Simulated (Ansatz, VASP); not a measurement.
## SnTeS (1T-SnSTe monolayer) in two plane-wave programs

One calculation is typed for both programs; each brings its own data sets. How far apart do they land? The structure shown is the start of the Ansatz relaxation below; VASP solves that cell, so the two are compared at the walk's first step.

Calculated with Ansatz 0.2.0; plane waves, with VASP 6.6.1 beside it; single point at PBE with D3(BJ).

### 1. Starting point

The cell holds 3 atoms: 1 Te, 1 Sn and 1 S. Its edges and angles: a = 3.742 Å, b = 3.742 Å, c = 35.831 Å, α = 90.0°, β = 90.0°, γ = 120.0°. Vacuum lies along c.

### 2. Ansatz: relaxation, PBE with D3(BJ)

Ansatz runs on its default PAW (the set named soft_2) files.

The two programs are compared at the cell with which this relaxation starts, whose forces are those of its first step.

The input, input.yaml:

```yaml
crystal:
  lattice:
    - [3.7422765, 0.0, 0.0]
    - [-1.87113825, 3.240906517, 0.0]
    - [0.0, 0.0, 35.8305228466]
  atoms:
    - { symbol: Te, position: [0.6666666667, 0.3333333333, 0.4660830675] }
    - { symbol: Sn, position: [0.0, 0.0, 0.5089542158] }
    - { symbol: S, position: [0.3333333333, 0.6666666667, 0.5339169325] }
  periodic: [true, true, false]
kpoints:
  mp_grid: { grid: [12, 12, 1] }
hamiltonian:
  xc: pbe
  dispersion: d3bj
scf:
  occupations: { method: fermi_dirac, width: 0.05 }
  convergence: { dr2_threshold: 1.0e-09 }
relax:
  f_tol: 0.004
  max_steps: 90
  cell: {}
output:
  write_potential: true
  write_density: true
  volumetric_format: npy
```

Run with:

```
ansatz run input.yaml --threads 2 --pin off --max-ram 3072MiB --backend cpu --events-out ev --progress --plain --runs-dir out
```

Numbers of over 12 decimals in the logs are rounded to 6 here.

What it wrote:

```text
Warning: relax.cell: scf.convergence.dr2_threshold = 1e-9 eV is looser than the 1.9415226538e-10 eV advised for a relaxation that steers and ends on the stress (1e-10 eV for each atom of the cell: 3, times the square of relax.cell.stress_2d_tol = 0.05 N/m over 12.4 Å (the atoms' height at the walk's start and 5 Å past either face), 4.022e-2 GPa, over a crystal's default 0.05). What an SCF threshold leaves in a stress goes as its square root, and in the free energy as the threshold itself, and one threshold admits the most on a small cell: [figures from the program's tests cut] Set scf.convergence.dr2_threshold to 1.9415226538e-10 eV or tighter. [rest of the remark cut]
Engine: ansatz 0.2.0, aarch64-unknown-linux-gnu
Pseudopotentials: kind: paw
Pseudopotential: Te, paw, valence charge 16, recommended cutoff 420 eV (normal), Te.paw.azcp
Pseudopotential: Sn, paw, valence charge 14, recommended cutoff 420 eV (normal), Sn.paw.azcp
Pseudopotential: S, paw, valence charge 6, recommended cutoff 420 eV (normal), S.paw.azcp
Functional definition: PBE
  parameter kappa = 0.804
  parameter beta = 0.066725
  exchange = pbe_x(kappa = kappa, mu = beta*pi^2/3)
  correlation = pbe_c(beta = beta)
Crystal: 3 atoms, lattice volume = 434.566 Å³
Basis set: ecut = 420 eV, 8519 PW (Γ), exchange–correlation on 54×54×480 points (8 copies of the dense FFT grid, shifted against one another)
Bands: 22, of which v1, the nominal top of the filled ones, is band 18 counted from 1 (17 counted from 0)
Symmetry: 6 space group operations
Space group: P3m1 (ITA 156), of the structure as read, at distance tolerance 7.6e-5 Å
k-points: 19 of 144 (time reversal used)
Non-local potential: Te, projectors of the file, l = 0: 2, l = 1: 2, l = 2: 2, l = 3: 2
Non-local potential: Sn, projectors of the file, l = 0: 2, l = 1: 2, l = 2: 2, l = 3: 2
Non-local potential: S, projectors of the file, l = 0: 2, l = 1: 2, l = 2: 2
PAW form: soft (Blöchl's): semilocal exchange-correlation on the pseudo side does not see the compensation charge
PAW one-centre angular grid: Te, 590 points (default); XC on 64 Gauss nodes
PAW one-centre angular grid: Sn, 590 points (default); XC on 64 Gauss nodes
PAW one-centre angular grid: S, 110 points (default); XC on 64 Gauss nodes
Initial density: superposition of atomic densities (neutral atoms: chi_scale 0, normalization atom), corrected by the library's trained network
Initial wavefunctions: pseudopotential atomic-orbital guess
Functional: x = pbe(κ = 0.804, μ = 0.219515), c = pbe(β = 0.066725)
SCF iter   1: F=—  HF=-13904.850495 eV  |F-HF|=—  |Δ(HF+E_count)|=         —  Δρ=1.82e-3  dr2=3.34e-2  ethr=1.77e-3  ⟨swp⟩=18.3  Hψ=4111  notcnv=0
preconditioner: auto → Resta (q_TF=auto, 1.801 Å⁻¹)  ε∞=1.5  [insulator: Δε(μ)=0.678 eV  Ē_g=10.085 eV  σ=0.050 eV  W_gap=1.00  n_scr=20 (ndim 8)  ℏωp=7.1 eV  f_vac=0.813  D(μ)=0.00/eV (n_scr^D=0)  ε∞_Penn≈1.5  vacuum switching on, ρ_ref=7.4e-3 e/Å³]
SCF iter   2: F=—  HF=-13904.851281 eV  |F-HF|=—  |Δ(HF+E_count)|=   7.86e-4  Δρ=1.15e-3  dr2=6.49e-2  ethr=9.29e-5  ⟨swp⟩=5.5  Hψ=1386  notcnv=0
SCF iter   3: F=—  HF=-13904.845203 eV  |F-HF|=—  |Δ(HF+E_count)|=   6.08e-3  Δρ=6.83e-4  dr2=1.20e-2  ethr=9.29e-5  ⟨swp⟩=5.3  Hψ=913  notcnv=0  defer=1
SCF iter   4: F=—  HF=-13904.844298 eV  |F-HF|=—  |Δ(HF+E_count)|=   9.05e-4  Δρ=2.88e-4  dr2=1.02e-3  ethr=3.32e-5  ⟨swp⟩=2.6  Hψ=567  notcnv=0
SCF iter   5: F=—  HF=-13904.844446 eV  |F-HF|=—  |Δ(HF+E_count)|=   1.48e-4  Δρ=6.39e-5  dr2=1.88e-5  ethr=2.83e-6  ⟨swp⟩=3.5  Hψ=863  notcnv=0
SCF iter   6: F=—  HF=-13904.844472 eV  |F-HF|=—  |Δ(HF+E_count)|=   2.56e-5  Δρ=1.88e-5  dr2=1.33e-6  ethr=5.22e-8  ⟨swp⟩=3.6  Hψ=1052  notcnv=0
SCF iter   7: F=—  HF=-13904.844496 eV  |F-HF|=—  |Δ(HF+E_count)|=   2.36e-5  Δρ=8.91e-6  dr2=4.20e-7  ethr=3.70e-9  ⟨swp⟩=3.0  Hψ=902  notcnv=0
SCF iter   8: F=—  HF=-13904.844496 eV  |F-HF|=—  |Δ(HF+E_count)|=   3.95e-9  Δρ=1.83e-6  dr2=2.42e-8  ethr=1.17e-9  ⟨swp⟩=2.8  Hψ=850  notcnv=0
SCF iter   9: F=—  HF=-13904.844496 eV  |F-HF|=—  |Δ(HF+E_count)|=   2.84e-9  Δρ=6.24e-7  dr2=1.87e-9  ethr=6.73e-11  ⟨swp⟩=3.2  Hψ=944  notcnv=0
SCF iter  10: F=-13904.844496 eV  HF=-13904.844496 eV  |F-HF|=4.00e-11  |Δ(HF+E_count)|=   3.31e-9  Δρ=2.29e-7  dr2=3.57e-10  ethr=2.78e-12  ⟨swp⟩=13.5  Hψ=3487  notcnv=0
SCF 1 converged in 10 iterations: F = -13904.844496 eV  dr2 = 3.57e-10
[...]
Crystal: 3 atoms, lattice volume = 459.188 Å³
[...]
preconditioner: auto → LDOS  [metal: Δε(μ)=0.108 eV  Ē_g=8.683 eV  σ=0.050 eV  W_gap=0.48  n_scr=20 (ndim 8)  ℏωp=6.9 eV  f_vac=0.793  D(μ)=1.26/eV (n_scr^D=8)  β→1.0]
[...]
SCF iter   3: F=—  HF=-13907.455301 eV  |F-HF|=—  |Δ(HF+E_count)|=   1.10e-6  Δρ=1.10e-5  dr2=1.84e-6  ethr=2.84e-8  ⟨swp⟩=2.9  Hψ=672  notcnv=0
SCF iter   4: F=—  HF=-13907.455321 eV  |F-HF|=—  |Δ(HF+E_count)|=   1.98e-5  Δρ=1.69e-6  dr2=2.37e-8  ethr=5.12e-9  ⟨swp⟩=2.9  Hψ=731  notcnv=0
SCF iter   5: F=—  HF=-13907.455321 eV  |F-HF|=—  |Δ(HF+E_count)|=   3.19e-8  Δρ=7.00e-7  dr2=2.84e-9  ethr=6.58e-11  ⟨swp⟩=3.7  Hψ=984  notcnv=0
SCF iter   6: F=-13907.455321 eV  HF=-13907.455321 eV  |F-HF|=2.13e-9  |Δ(HF+E_count)|=   7.25e-9  Δρ=2.17e-7  dr2=3.13e-10  ethr=2.78e-12  ⟨swp⟩=11.9  Hψ=3209  notcnv=0
SCF 8 converged in 6 iterations: F = -13907.455321 eV  dr2 = 3.13e-10
relax step   8: F+E_penalty+E_count = -13907.45532122 eV  Δ(F+E_penalty+E_count) = -2.444e-5 eV  max|allowed force component| = 1.708e-3 eV/Å  Δτ_max = 0.0019 Å  P = -0.004 N/m  Ω = 459.188 Å³  energy of the carried Pulay correction = -1.859e-3 eV  fix = [c, alpha, beta]  reactions: c -0.000 N/m  (6 SCF iters, accepted)
Initial wavefunctions: pseudopotential atomic-orbital guess (no wavefunctions were taken with the density)
iter 1 solved again at ethr=3.61e-6 eV; its pass at ethr=3.10e-3 eV (dr2=1.30e-3 eV) is discarded
SCF iter   1: F=—  HF=-13907.454080 eV  |F-HF|=—  |Δ(HF+E_count)|=         —  Δρ=8.86e-5  dr2=1.12e-6  ethr=3.61e-6  ⟨swp⟩=4.2  Hψ=4817  notcnv=0
eigensolver tolerance schedule: the retry pair's looser diagonalisation over-reported the residual by 1161.43 of it (diagonalisation noise at an unbounded share of the residual, at the tolerance the schedule requests for it); recorded, not acted on — ethr = c·dr2/N_el stays at c = 1.0e-1
preconditioner: auto → LDOS  [metal: Δε(μ)=0.110 eV  Ē_g=8.679 eV  σ=0.050 eV  W_gap=0.49  n_scr=20 (ndim 8)  ℏωp=6.9 eV  f_vac=0.793  D(μ)=1.25/eV (n_scr^D=8)  β→1.0]
SCF iter   2: F=—  HF=-13907.456385 eV  |F-HF|=—  |Δ(HF+E_count)|=   2.30e-3  Δρ=8.45e-6  dr2=2.91e-7  ethr=3.10e-9  ⟨swp⟩=4.9  Hψ=1301  notcnv=0
SCF iter   3: F=—  HF=-13907.456378 eV  |F-HF|=—  |Δ(HF+E_count)|=   6.35e-6  Δρ=2.99e-6  dr2=4.78e-8  ethr=8.08e-10  ⟨swp⟩=3.1  Hψ=945  notcnv=0
SCF iter   4: F=—  HF=-13907.456384 eV  |F-HF|=—  |Δ(HF+E_count)|=   5.60e-6  Δρ=5.71e-7  dr2=1.74e-9  ethr=1.33e-10  ⟨swp⟩=2.6  Hψ=722  notcnv=0
SCF iter   5: F=-13907.456384 eV  HF=-13907.456384 eV  |F-HF|=1.69e-8  |Δ(HF+E_count)|=   5.81e-7  Δρ=2.19e-7  dr2=5.18e-10  ethr=2.78e-12  ⟨swp⟩=17.6  Hψ=3845  notcnv=0
SCF 9 converged in 5 iterations: F = -13907.456384 eV  dr2 = 5.18e-10
relax step   9: F+E_penalty+E_count = -13907.45638438 eV  Δ(F+E_penalty+E_count) = -1.063e-3 eV  max|allowed force component| = 1.783e-3 eV/Å  Δτ_max = 0.0000 Å  P = -0.023 N/m  Ω = 459.188 Å³  fix = [c, alpha, beta]  reactions: c -0.000 N/m  stress off target by 2.34e-2 N/m on what of the cell is left free  SCF on the basis re-selected at this cell (its energy is not comparable with the rows above)  (5 SCF iters)
basis re-selected at this cell: Δ(F+E_penalty+E_count) = -1.063e-3 eV, ΔP = -0.020 N/m vs the last step (what re-selecting the basis moved, of the pressure what is left beyond the Pulay correction that the steps carried, after the strain that the cell walked since its last selection, with what the two solves' SCF thresholds leave and, on support functions, any second-order correction that the steps lacked; it is no m [...]
WARN: The input density's exchange-correlation potential varies sharply where the density is thin. Do not read a vacuum level from v_tot or v_xc, or from such a field of the output density. On a cell that repeats whose density bears no net charge and no dipole along the vacuum's axis use v_es (v_loc + v_h of the components); under efield.dipole_correction with no amplitude use v_es + v_field, which holds any external [...]
SCF converged after 5 iterations
Free energy (F): -13907.456384 eV
Harris-Foulkes:  -13907.456384 eV  (|F-HF|=1.69e-8)
Internal energy: -13907.446161 eV  (E = F + TS)
E sigma→0 (E₀):  -13907.451273 eV
Entropy (-TS):   -0.010224 eV (-3.408 meV/atom)
Fermi energy:    -5.114063 eV
--- Per-component energies (eV) ---
  E_band       = -855.093982
  E_kinetic    = 473.100683
  E_local      = -69919.877542  (includes V_loc(G=0)·N_el)
  E_nonlocal   = -312.682716
  E_hartree    = 34967.936132
  E_xc         = -601.999909
  E_vxc        = -285.311488  (∫ρ·V_xc dr)
  E_paw        = -9402.831947  (= ΣΔE_a)
  E_vpaw       = -746.197015  (= ΣTr[D̂ρ^β])
  E_aug_tail   = -0.000191  (compensation charges beyond the density's cutoff)
  E_ewald      = 30889.701482
  E_disp       = -0.792154  (pairwise vdW)
  E_smearing   = -0.010224  (= −TS)
  E_closure    = 0.000000  (closes the sum)
  Σ components = -13907.456384   (vs F -13907.456384, Δ=0.00e0)
--- Forces (eV/Å), atoms counted from 1 ---
  atom   1  Te     0.00000000     0.00000000     0.00178330
  atom   2  Sn     0.00000000     0.00000000    -0.00160890
  atom   3  S     -0.00000000     0.00000000    -0.00017355
  max |Σ_I F_I| component: 8.53e-7 eV/Å
--- 2D stress c σ (N/m, compression-positive) ---
       -0.023403      -0.000000       0.000000
       -0.000000      -0.023403       0.000000
        0.000000       0.000000      -0.000000
  P = ½ c Tr σ = -0.0234 N/m
--- Band table (eV; the first three rows and the last of 19) ---
  k-point 0: bands = [... 14 lower, -7.0346, -7.0346, -4.8337, -4.8337, -4.6022, -2.1091, -1.4246, -1.4246]
  k-point 1: bands = [... 14 lower, -7.1828, -7.1358, -5.4848, -4.9262, -4.2412, -1.8849, -1.4549, -1.2678]
  k-point 2: bands = [... 14 lower, -7.3915, -7.1193, -6.5349, -5.1496, -3.9429, -2.1118, -0.9185, -0.8986]
  k-point 18: bands = [... 14 lower, -9.2356, -9.1492, -7.0474, -6.5766, -4.5384, -1.3756, -0.7824, -0.1024]
  the weakly bound empty levels are not read free of the cell's end (no_gap_told)
--- Relaxed structure (8 steps of the walk, 8 accepted, 1 SCFs on fresh bases) ---
  F+E_penalty+E_count = -13907.45638438 eV   max|allowed force component| = 1.783e-3 eV/Å   (the final SCF, on the basis selected at the relaxed cell)
  cell:  # Å, volume = 459.1882 Å³
    - [3.846834, 7.738827048172016e-18, 0]
    - [-1.923417, 3.331456, 0]
    - [0, 0, 35.8305228466]
  atoms:
    - { symbol: Te, position: [0.666667, 0.333333, 0.454252] }
    - { symbol: Sn, position: [-1.0576178308121779e-18, 0, 0.507462] }
    - { symbol: S, position: [0.333333, 0.666667, 0.547240] }
```

In the SCF lines HF is the Harris–Foulkes energy and dr2 the Hartree energy of the density residual, in eV; the loop may stop once dr2 is under the threshold and the program's other checks hold. Hψ counts applications of the Hamiltonian.

(Part 1 of 2 ends here.)

[Lines on the potential files, build, host, timing and source positions are cut from VASP's logs without a mark.]

[Logs are printed without paths, hosts, clocks, repeated set-up lines and the standing remarks that a program may print on its own settings, such as how far it seeks lower states.]

[Hosts, paths, dates, database ids (printed as entryN), source tags and the programs' standing remarks are cut or masked in the printed files.]
